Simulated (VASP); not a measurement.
The cell holds one Au (fcc) (100) slab, with vacuum along c, ions free to move until forces fall under 0.03 eV/Å, no reconstruction beyond this cell, dipole correction on.

Given:

```
Au
1.0
    2.88564     0.00000     0.00000
    0.00000     2.88564     0.00000
    0.00000     0.00000    27.24610
Au
6
Direct
  0.00000   0.50000   0.31335
  0.50000   0.00000   0.38721
  0.00000   0.50000   0.46259
  0.50000   0.00000   0.53741
  0.00000   0.50000   0.61279
  0.50000   0.00000   0.68665
```

Method: PBEsol GGA, VASP's PBE PAW potentials (set 64) (plane waves; VASP). Numerical set-up: 400 eV cut-off, 10×10×1 Γ-centred mesh, first-order Methfessel-Paxton smearing of 0.10 eV, potentials Au.

Slab and bulk use different k-meshes, so the surface energy is good to a few per cent at best. Unless said otherwise, spin-orbit coupling is left out, though it shifts the bands of the heavy elements here.

| Quantity | Result |
|---|---|
| surface energy | 1.21 J/m² |
| work function | 5.12 eV |
| band gap (on the k-mesh) | none (metal, semimetal or under 0.01 eV) |

Measured: work function 5.22 eV (computed value off by -0.10 eV), as given by Abhirup Patra et al., Proceedings of the National Academy of Sciences (2017), arXiv:1702.08515.

The cell is a thin slab with vacuum, built from Au (fcc): (100) face.
